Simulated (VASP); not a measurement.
```xyz
6
Lattice="5.1470 0.0000 0.0000 -2.5735 4.4574 0.0000 0.0000 0.0000 4.2240" Properties=species:S:1:pos:R:3 pbc="T T T"
Ca     0.0000     0.0000     0.0000
Pd     2.5735     0.0000     2.1120
Pd     1.2868     2.2287     2.1120
Pd    -1.2868     2.2287     2.1120
Pd     0.0000     2.9716     0.0000
Pd     2.5735     1.4858     0.0000
```

Computed with PBEsol GGA, VASP's PBE PAW potentials (set 64) (plane waves; VASP). Numerical set-up: 300 eV cut-off, 7×7×7 Γ-centred mesh, Fermi-Dirac smearing of 0.10 eV, potentials Ca_sv Pd.

Q: Give the energies of bands 20 to 33 at the high-symmetry points, in eV from the Fermi level.

A: 
| band | Γ | M | K | A | L | H |
|---|---|---|---|---|---|---|
| 20 | -2.25 | -2.16 | -2.01 | -2.73 | -2.66 | -2.52 |
| 21 | -2.06 | -1.84 | -2.01 | -2.27 | -2.46 | -2.17 |
| 22 | -2.06 | -1.80 | -1.86 | -2.27 | -2.27 | -2.12 |
| 23 | -1.45 | -1.68 | -1.86 | -1.51 | -2.16 | -1.70 |
| 24 | -1.35 | -1.66 | -1.74 | -1.27 | -1.53 | -1.29 |
| 25 | -1.35 | -1.64 | -1.71 | -1.27 | -1.40 | -1.29 |
| 26 | -1.01 | -1.56 | -1.43 | -0.71 | -1.32 | -1.21 |
| 27 | -1.01 | -1.44 | -1.43 | -0.71 | -1.24 | -1.15 |
| 28 | 0.32 | -1.36 | -1.18 | -0.42 | -0.78 | -1.15 |
| 29 | 0.32 | -1.29 | -0.91 | 0.38 | -0.65 | -0.92 |
| 30 | 0.50 | -0.97 | -0.91 | 0.38 | 0.26 | -0.16 |
| 31 | 2.10 | 0.33 | -0.17 | 0.50 | 0.32 | -0.16 |
| 32 | 2.55 | 1.53 | 0.32 | 1.69 | 0.38 | 1.09 |
| 33 | 3.02 | 2.65 | 3.35 | 1.69 | 1.10 | 1.09 |

It has no gap at this level: it comes out as a metal or semimetal.

The structure comes from a measured CaPd5 entry of the Crystallography Open Database, whose conditions weren't checked. The cell was not relaxed at this level.
